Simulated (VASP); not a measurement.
Here is the system:

```
CELL_PARAMETERS angstrom
      0.00000     2.40164     2.40164
      2.40164     0.00000     2.40164
      2.40164     2.40164     0.00000
ATOMIC_POSITIONS crystal
  Ca 0.00000 0.00000 0.00000
  O  0.50000 0.50000 0.50000
```

The numbers are results of SCAN meta-GGA, VASP's PBE PAW potentials (set 64) (plane waves; VASP 6.6.1), not measurements. Run with 520 eV cut-off, 11×11×11 Γ-centred mesh, tetrahedra with Blöchl corrections, potentials Ca_sv O.

Question: Give the energies of bands 6 to 11 at the high-symmetry points, in eV from the valence-band maximum.

Answer: 
```
band     Γ      X      U      L      W
----  ----  -----  -----  -----  -----
6     0.00  -1.30  -1.32  -2.61  -1.28
7     0.00  -0.37  -1.20  -1.20  -1.05
8     0.00  -0.37  -0.78  -1.20  -1.05
9     5.40   4.16   5.69   7.68   6.91
10    6.84   8.77   8.66   9.04   6.91
11    6.84   9.64   9.29   9.04   9.11
```

The gap is indirect, 4.16 eV, from the valence maximum at Γ to the conduction minimum at X.

The compound is CaO in the rock salt structure. It was relaxed first.
